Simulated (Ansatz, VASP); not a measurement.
# LiF (Griceite): VASP beside Ansatz, part 2 of 2

One calculation is typed for both programs; each brings its own data sets. How far apart do they land? The cell is taken from a series of runs on this material, whose earlier steps may have relaxed, scaled, displaced or heated it; both programs get it as it stands.

VASP 6.6.1 and Ansatz 0.2.0.

So far: The starting structure; VASP: zone-centre phonons, LDA.

## Step 3: Ansatz: zone-centre phonons, LDA

Level of this step: Ansatz beside VASP: Kohn-Sham DFT, plane waves, LDA (Ansatz).

Ansatz runs on its default PAW (the set named soft_2) files.

The same cell, functional (in two slightly different forms) and mesh now go to Ansatz, which takes its cutoff from its data sets.

The input, input.yaml:

```yaml
crystal:
  lattice:
    - [0.0, 1.9347111057, 1.9347111057]
    - [1.9347111057, 0.0, 1.9347111057]
    - [1.9347111057, 1.9347111057, 0.0]
  atoms:
    - { symbol: Li, position: [0.0, 0.0, 0.0] }
    - { symbol: F, position: [0.5, 0.5, 0.5] }
kpoints:
  mp_grid: { grid: [12, 12, 12] }
hamiltonian:
  xc: lda
scf:
  occupations: { method: fixed }
  lower_state_search: "off"
output:
  eigenvalues: true
phonons:
  method: dfpt
  dielectric: true
  rigid_motions: translations
  qmesh: [4, 4, 4]
  temperatures: { t_max: 1000, t_step: 50 }
  qpath:
    path:
      - [[0.0, 0.0, 0.0], [0.5, 0.0, 0.5], [0.625, 0.25, 0.625]]
      - [[0.375, 0.375, 0.75], [0.0, 0.0, 0.0], [0.5, 0.5, 0.5], [0.5, 0.25, 0.75], [0.5, 0.0, 0.5]]
    npoints: 10
```

Command:

```sh
$ ansatz run input.yaml --threads 4 --pin off --max-ram 16384MiB --backend cpu --events-out ev --progress --plain --runs-dir out
```

Numbers of over 12 decimals in the logs are rounded to 6 here.

Log:

```text
Engine: ansatz 0.2.0, aarch64-unknown-linux-gnu
Pseudopotentials: kind: paw
Pseudopotential: Li, paw, valence charge 3, recommended cutoff 420 eV (normal), Li.paw.azcp
Pseudopotential: F, paw, valence charge 7, recommended cutoff 420 eV (normal), F.paw.azcp
Functional definition: SPW92
  exchange = slater_x
  correlation = pw_c
Crystal: 2 atoms, lattice volume = 14.484 Å³
Basis set: ecut = 420 eV, 283 PW (Γ), exchange–correlation on 40×40×40 points (8 copies of the dense FFT grid, shifted against one another)
Bands: 9, of which v1, the nominal top of the filled ones, is band 5 counted from 1 (4 counted from 0)
Symmetry: 48 space group operations
k-points: 163 of 1728 (irreducible under 8 space group operations, time reversal used)
Non-local potential: Li, projectors of the file, l = 0: 3, l = 1: 2, l = 2: 1
Non-local potential: F, projectors of the file, l = 0: 2, l = 1: 2, l = 2: 1
PAW form: soft (Blöchl's): semilocal exchange-correlation on the pseudo side does not see the compensation charge
PAW frozen core: F, regenerated for the run's functional, and the local potential with it (the file was generated under x = pbe(κ = 0.804, μ = 0.219515), c = pbe(β = 0.066725))
PAW one-centre angular grid: Li, 110 points (default); XC on 64 Gauss nodes
PAW one-centre angular grid: F, 110 points (default); XC on 64 Gauss nodes
Initial density: superposition of atomic densities (neutral atoms: chi_scale 0, normalization atom), corrected by the library's trained network
Initial wavefunctions: pseudopotential atomic-orbital guess
Functional: x = slater, c = lda
SCF iter   1: F=—  HF=-998.714917 eV  |F-HF|=—  |Δ(HF+E_count)|=         —  Δρ=2.28e-2  dr2=4.97e-2  ethr=1.77e-3  ⟨swp⟩=3.9  Hψ=7977  notcnv=0  defer=296
preconditioner: auto → none  [insulator: Δε(μ)=9.785 eV  Ē_g=23.344 eV  n_scr=0 (ndim 8)  ℏωp=27.6 eV  f_vac=0.000  ε∞_Penn≈2.4]
SCF iter   2: F=—  HF=-998.695878 eV  |F-HF|=—  |Δ(HF+E_count)|=   1.90e-2  Δρ=9.39e-3  dr2=4.64e-3  ethr=4.97e-4  ⟨swp⟩=3.0  Hψ=3747  notcnv=0  defer=319
SCF iter   3: F=—  HF=-998.693542 eV  |F-HF|=—  |Δ(HF+E_count)|=   2.34e-3  Δρ=2.15e-3  dr2=3.42e-4  ethr=4.64e-5  ⟨swp⟩=2.4  Hψ=2401  notcnv=0  defer=320
SCF iter   4: F=—  HF=-998.693206 eV  |F-HF|=—  |Δ(HF+E_count)|=   3.37e-4  Δρ=4.39e-4  dr2=1.01e-5  ethr=3.42e-6  ⟨swp⟩=2.0  Hψ=2418  notcnv=0  defer=283
SCF iter   5: F=—  HF=-998.693196 eV  |F-HF|=—  |Δ(HF+E_count)|=   1.04e-5  Δρ=5.50e-5  dr2=3.14e-7  ethr=1.01e-7  ⟨swp⟩=2.0  Hψ=1630  notcnv=0  defer=25
SCF iter   6: F=—  HF=-998.693195 eV  |F-HF|=—  |Δ(HF+E_count)|=   9.47e-7  Δρ=2.68e-6  dr2=6.07e-10  ethr=3.14e-9  ⟨swp⟩=2.9  Hψ=2168  notcnv=0
SCF iter   7: F=-998.693195 eV  HF=-998.693195 eV  |F-HF|=2.50e-12  |Δ(HF+E_count)|=  3.63e-10  Δρ=2.10e-7  dr2=3.28e-12  ethr=1.00e-12  ⟨swp⟩=5.9  Hψ=6990  notcnv=0
SCF 1 converged in 7 iterations: F = -998.693195 eV  dr2 = 3.28e-12
  greatest PAW one-centre occupation: 1.000 electrons in one spin orbital (limit 2), on the Li atom at site 0 (counted from 0), in its partial waves of l = 0
NSCF: frozen V_eff on 1 k-points
DFPT response loops at Γ: preconditioner auto → none (the input reference at scf.mixing.eps_inf says where Resta's filter doesn't serve); β = 0.50; Broyden in place of MSR1
NSCF: frozen V_eff on 72 k-points
NSCF: frozen V_eff on 1872 k-points
DFPT response loops at q = (0, 0, 0.25) (fractional): mixed as the last ones told, above
NSCF: frozen V_eff on 952 k-points
DFPT response loops at q = (0, 0, -0.5) (fractional): mixed as the last ones told, above
NSCF: frozen V_eff on 1020 k-points
DFPT response loops at q = (0, 0.25, 0.25) (fractional): mixed as the last ones told, above
NSCF: frozen V_eff on 3456 k-points
DFPT response loops at q = (0, 0.25, -0.5) (fractional): mixed as the last ones told, above
NSCF: frozen V_eff on 1872 k-points
DFPT response loops at q = (0, 0.25, -0.25) (fractional): mixed as the last ones told, above
NSCF: frozen V_eff on 560 k-points
DFPT response loops at q = (0, -0.5, -0.5) (fractional): mixed as the last ones told, above
NSCF: frozen V_eff on 1020 k-points
DFPT response loops at q = (0.25, -0.5, -0.25) (fractional): mixed as the last ones told, above
SCF converged after 7 iterations
Free energy (F): -998.693195 eV
Harris-Foulkes:  -998.693195 eV  (|F-HF|=2.50e-12)
Internal energy: -998.693195 eV  (E = F + TS)
E sigma→0 (E₀):  -998.693195 eV
Fermi energy:    1.631149 eV
--- Per-component energies (eV) ---
  E_band       = -109.643475
  E_kinetic    = 230.300795
  E_local      = -604.117186  (includes V_loc(G=0)·N_el)
  E_nonlocal   = 43.152637
  E_hartree    = 208.420451
  E_xc         = -90.110382
  E_vxc        = -116.779218  (∫ρ·V_xc dr)
  E_paw        = -206.492618  (= ΣΔE_a)
  E_vpaw       = -79.043448  (= ΣTr[D̂ρ^β])
  E_aug_tail   = 0.001994  (compensation charges beyond the density's cutoff)
  E_ewald      = -579.962137
  E_core_change = 0.113252  (= ΣΔE_core)
  E_smearing   = -0.000000  (= −TS)
  E_closure    = 0.000000  (closes the sum)
  Σ components = -998.693195   (vs F -998.693195, Δ=0.00e0)
--- Band table (eV; the first three rows and the last of 163) ---
  k-point 0: bands = ["-37.8691", "-18.3014", "1.6296", "1.6296", "1.6296", "11.6409", "26.6599", "26.6599", "26.6599"]
  k-point 1: bands = ["-37.8615", "-18.2693", "1.3949", "1.6100", "1.6100", "11.8376", "24.1356", "25.4778", "25.4778"]
  k-point 2: bands = ["-37.8405", "-18.1793", "0.7927", "1.5570", "1.5570", "12.2931", "21.8078", "24.1009", "24.1009"]
  k-point 162: bands = ["-37.7240", "-17.4279", "-0.9307", "-0.9307", "0.6975", "17.2681", "17.2681", "19.7995", "22.2156"]
--- Phonons (Γ-DFPT): 2 representative perturbations + reference, on 163 of 1728 k-points (Σ response iterations 7) ---
  k mesh reduced under 8 symmetry operations, with k and −k counted as one. Each operation leaves every solved perturbation unchanged. A smaller set is not considered because the run solves the response to a homogeneous field
  ASR residual: 8.969e-5 → 0.000e0 eV/Å²; symmetrization residual: 5.594e-7 eV/Å²
  ASR residual per site (eV/Å²): 2.10e-5 8.97e-5
  Γ frequencies (cm⁻¹): 0.00 0.00 0.00 366.51 366.51 366.51
  ε∞ (high-frequency dielectric tensor):
        2.127465    -0.000000     0.000000
        0.000000     2.127465    -0.000000
        0.000000     0.000000     2.127465
  ε⁰ (static dielectric tensor: ions relaxed, cell fixed):
        7.479328     0.000000     0.000000
        0.000000     7.479328     0.000000
        0.000000     0.000000     7.479328
  ε⁰ − ε∞ (ionic part):
        5.351863     0.000000     0.000000
        0.000000     5.351863     0.000000
        0.000000     0.000000     5.351863
  softest optical mode at Γ: 366.51 cm⁻¹; the repairs (sum rule, projections) moved no ω² at Γ by more than (1.19 cm⁻¹)²
  Born effective charges Z* (e; rows j = field, columns β = displacement):
    site 0:
         1.03714    0.00000    0.00000
        -0.00000    1.03714    0.00000
         0.00000    0.00000    1.03714
    site 1:
        -1.03714   -0.00000    0.00000
         0.00000   -1.03714   -0.00000
         0.00000   -0.00000   -1.03714
  Z* charge neutrality: 1.752e-6 e pre-enforcement
  k-mesh period / interband length: 32.8 Å / 0.79 Å = 41.55 at k = (0.0000, 0.0000, -0.5000), direct gap 11.315 eV — 14 or more, which is no proof of convergence
  optical modes at Γ without the LO–TO term, one row a degenerate level:
      ω (cm⁻¹)  modes    IR ((D/Å)²/amu)
        366.51      3            14.6462
  optical modes at Γ + LO–TO along q̂ = [1.0000, 0.0000, 0.0000]:
      ω (cm⁻¹)  modes    IR ((D/Å)²/amu)
        366.51      2             9.7641
        687.21      1             4.8821
  optical modes at Γ + LO–TO along q̂ = [0.0000, 1.0000, 0.0000]:
      ω (cm⁻¹)  modes    IR ((D/Å)²/amu)
        366.51      2             9.7641
        687.21      1             4.8821
  optical modes at Γ + LO–TO along q̂ = [0.0000, 0.0000, 1.0000]:
      ω (cm⁻¹)  modes    IR ((D/Å)²/amu)
        366.51      2             9.7641
        687.21      1             4.8821
--- Phonons (arbitrary-q DFPT): 8 irreducible q on the 4×4×4 mesh ---
  q = [0.0000, 0.0000, 0.0000] (star 1, of the zone-centre solve; hermiticity 4.45e-7, symmetrization 3.06e-14): -0.00 -0.00 0.00 366.51 366.51 366.51
  q = [0.0000, 0.0000, 0.2500] (star 8, 2 solved perturbations on 936 of 1728 k-point pairs; hermiticity 5.25e-8, symmetrization 8.58e-14): 163.44 163.44 279.18 358.44 358.44 669.95
  q = [0.0000, 0.0000, -0.5000] (star 4, 2 solved perturbations on 476 of 1728 k-point pairs; hermiticity 2.68e-10, symmetrization 1.49e-10): 245.83 245.83 339.12 339.12 412.76 642.36
  q = [0.0000, 0.2500, 0.2500] (star 6, 4 solved perturbations in 1608 linear systems a pass and spin channel, the states on 510 of 1728 k-point pairs; hermiticity 2.83e-8, symmetrization 4.43e-14): 186.45 186.45 298.67 385.63 385.63 592.95
  q = [0.0000, 0.2500, -0.5000] (star 24, 4 solved perturbations in 5328 linear systems a pass and spin channel, the states on 1728 of 1728 k-point pairs; hermiticity 9.03e-8, symmetrization 1.20e-9): 249.75 302.62 372.39 374.92 405.49 545.76
  q = [0.0000, 0.2500, -0.2500] (star 12, 4 solved perturbations in 2892 linear systems a pass and spin channel, the states on 936 of 1728 k-point pairs; hermiticity 7.41e-8, symmetrization 5.52e-14): 242.60 284.26 341.17 354.65 415.58 582.63
  q = [0.0000, -0.5000, -0.5000] (star 3, 4 solved perturbations in 886 linear systems a pass and spin channel, the states on 280 of 1728 k-point pairs; hermiticity 1.02e-7, symmetrization 1.91e-10): 257.92 257.92 394.69 404.15 404.15 499.45
  q = [0.2500, -0.5000, -0.2500] (star 6, 4 solved perturbations in 1544 linear systems a pass and spin channel, the states on 510 of 1728 k-point pairs; hermiticity 9.94e-8, symmetrization 7.18e-10): 304.16 344.99 344.99 416.29 448.32 448.32
  sum rule: each row above includes the acoustic sum rule's correction from the zone centre's row sums; it moved no ω² by more than (1.13 cm⁻¹)²
  mesh force constants: q→R imaginary residual 1.76e-18; ASR residual 8.969e-5 → 0.000e0 eV/Å²; symmetrization residual 4.441e-15 eV/Å²
  interpolated dispersion: 63 rows × 6 modes
  density of states and harmonic sums: on the 28×28×28 q-mesh, interpolated from the force constants of a 4×4×4 supercell (with the dipole–dipole term)
  largest difference from the sums on the solved wave vectors: F 8.21e-3 eV, S 1.23e-5 and C_V 3.95e-6 eV/K
  zero-point energy: 0.135460 eV/cell   skipped modes (ω ≤ 0): 3   left out of the sums: 2.28e-5 of the cell's modes: C_V's classical limit lies that fraction below 3 k_B per atom; for a crystal, a wire or a layer, F and S can be off by more, and a phonons.interpolated_qmesh denser along its periods is the remedy for the sampling
```

## Step 4: Differences

Known differences besides the potentials themselves: fixed occupations in Ansatz, narrow Gaussian smearing in VASP; VASP's run holds the zone centre alone; the cutoff is 420 eV in Ansatz and 750 eV in VASP; VASP's log shows a relativistic correction to its local exchange, Ansatz's none. Total energies have different zeros and are not compared.

The two programs side by side:

| quantity | Ansatz | VASP | difference |
| --- | --- | --- | --- |
| ε∞ xx | 2.13 | 2.12 | +0.41 % |
| ε∞ yy | 2.13 | 2.12 | +0.41 % |
| ε∞ zz | 2.13 | 2.12 | +0.41 % |
| Born charge of Li1 (mean of the diagonal) (e) | 1.04 | 1.03 | 0.00 |
| Born charge of F2 (mean of the diagonal) (e) | -1.04 | -1.03 | 0.00 |
| optical mode 1 to 3 (cm⁻¹) | 366.5 | 371.3 | -1.28 % |

Modes are paired by rising frequency, not by their patterns, so a pair may set unlike modes beside each other; they are those without the splitting of longitudinal modes.

## Step 5: Outcome

```
r.m.s. difference of the optical zone-centre modes, each program's sorted by frequency (zone-centre phonons, LDA) : 4.8 cm⁻¹
difference in optical mode 1 to 3 (zone-centre phonons, LDA)                                                      : -1.3 %
```

What this shows: The r.m.s. difference of the optical zone-centre modes, each program's sorted by frequency is 4.8 cm⁻¹ (zone-centre phonons, LDA). Among the rows given in per cent, the largest difference of the zone-centre phonons, LDA pair is in optical mode 1 to 3, -1.3 %. How closely two codes agree says nothing of how well the functional describes the real material.

[Lines on the potential files, build, host, timing and source positions are cut from VASP's logs without a mark.]

[Logs are printed without paths, hosts, clocks, repeated set-up lines and the standing remarks that a program may print on its own settings, such as how far it seeks lower states.]

[Hosts, paths, dates, database ids (printed as entryN), source tags and the programs' standing remarks are cut or masked in the printed files.]
